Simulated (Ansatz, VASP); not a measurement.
# One calculation of Sc3S, two programs

```
Sc S
1.0
     6.10276    0.00000    0.00000
    -3.05138    5.28514    0.00000
     0.00000    0.00000    4.73688
Sc S
6 2
Cartesian
  3.0514 3.4637 1.1842
  -1.4739 4.3744 3.5527
  1.5774 0.9107 1.1842
  0.0000 1.8215 3.5527
  4.5253 0.9107 1.1842
  1.4739 4.3744 3.5527
  0.0000 3.5234 1.1842
  3.0514 1.7617 3.5527
```

Alike in both runs: functional PBE; k mesh 3 × 3 × 4; occupations gaussian, width 0.1 eV; no spin polarisation.

Ansatz relaxed the structure, and its values are those at the end. VASP's run is a single point on that final structure, the one shown.

|  | VASP | Ansatz |
| --- | --- | --- |
| version | VASP 6.6.1 | Ansatz 0.2.0 |
| potentials or method | VASP PAW PBE potentials, release 64 (Sc_sv, S) | scalar-relativistic, plane waves, PAW |
| plane-wave cutoff (eV) | 520 | 420 |
| valence electrons in the cell | 78 | 78 |

|  | VASP | Ansatz | Ansatz less VASP |
| --- | --- | --- | --- |
| gap on the k mesh at the Fermi level (eV) | none | none | - |
| pressure (GPa) | 0.1 | 0.0 | -0.16 |
| rms of the force components (eV/Å) | 0.003 | 0.002 | -0.0012 |

A gap of «none» marks a metal or a gap that the smearing closes. With one functional, cell and mesh, what is left measures potentials, basis and numerics.

Caveats: the k mesh is coarse (spacing up to 0.40 Å⁻¹), so the values aren't converged.
